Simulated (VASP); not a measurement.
VASP runs on MgI$_{2}$ (space group P-3m1) share one base input (PBE GGA, plane waves, VASP's PBE PAW potentials (set 64)) and change the settings named in each case.

File KPOINTS:
```
Automatic
0
G
  5 5 3
```

INCAR:
```
ALGO = Normal
EDIFF = 1E-6
ENCUT = 300
GGA = PE
ISIF = 2
ISMEAR = -1
LASPH = .True.
LCHARG = .False.
LMAXMIX = 4
LREAL = .False.
LWAVE = .False.
NELM = 100
PREC = Accurate
SIGMA = 0.01
SYSTEM = MgI2
```

**POSCAR**
```
MgI2
4.163280
  0.5000000000  -0.8660253454   0.0000000000
  0.5000000000   0.8660253454   0.0000000000
  0.0000000000   0.0000000000   1.6530120482
Mg I
1 2
Cartesian
  0.0000000000   0.0000000000   0.0000000000
  0.5000000000   0.2886756925   0.4000289157
  0.5000000000  -0.2886756925   1.2529831325
```

POTCAR, in this order: Mg I (PBE.64 set). Program: vasp_std.

```json
[
 {"change": "base run", "E(σ→0) (eV/atom)": "-2.5655", "pressure (GPa)": "1.02", "largest force (eV/Å)": "0.004"},
 {"change": "GGA removed, POTCAR Mg I (LDA.64 set)", "E(σ→0) (eV/atom)": "-3.0190", "pressure (GPa)": "-1.65", "largest force (eV/Å)": "0.163"},
 {"change": "GGA_COMPAT = .FALSE., LNONCOLLINEAR = .TRUE., LSORBIT = .TRUE., MAGMOM = 0.0 0.0 0.0 0.0 0.0 0.0 0.0 0.0 0.0, program vasp_ncl", "E(σ→0) (eV/atom)": "-2.6494", "pressure (GPa)": "1.10", "largest force (eV/Å)": "0.018"},
 {"change": "KPOINTS 1×1×1 Γ-centred mesh", "E(σ→0) (eV/atom)": "0.5011", "pressure (GPa)": "22.71", "largest force (eV/Å)": "0.140"}
]
```
 Energies of different potentials or functionals have different zeros. Unless said otherwise, spin-orbit coupling is left out, though it shifts the bands of the heavy elements here.

Left out are runs that ran out of time, are held back, or changed the cell or the kind of run, fixed moments of cells without a moment, rows past the twelfth, gaps on odd meshes, pressures of charged cells and columns that move by less than the noise.

The structure is a typed MgI2 crystal (P-3m1). The cell was not relaxed at this level, its lattice was scaled by up to 2.5 %.
